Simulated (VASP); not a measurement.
Input:

```yaml
crystal:
  lattice:
    - [0.00000, 2.09921, 2.09921]
    - [2.09921, 0.00000, 2.09921]
    - [2.09921, 2.09921, 0.00000]
  atoms:
    - { symbol: O, position: [0.00000, 0.00000, 0.00000] }
    - { symbol: Co, position: [0.50000, 0.50000, 0.50000], spin: 3.0 }
```

Method: LDA (Ceperley-Alder, Perdew-Zunger) + U (Dudarev), VASP's LDA PAW potentials (set 64) (plane waves; VASP 6.6.1). Run with 400 eV cut-off, 11×11×11 Γ-centred mesh, first-order Methfessel-Paxton smearing of 0.20 eV, potentials O Co, U − J: Co 3.32 eV.

At this cut-off the stress carries a Pulay error, which pulls relaxed volumes low. The moments were started parallel, and other spin orders were not tried in this run.

Give the stress tensor in GPa (positive for a compressed cell).

```
-17.34    0.00    0.00
  0.00  -17.34    0.00
  0.00    0.00  -17.34
```
The pressure is its mean diagonal, -17.34 GPa.

The structure was generated: CoO was put into an ordered model structure, which need not be its known phase. The cell was not relaxed at this level. A gapless solution with U can be a metastable orbital state.
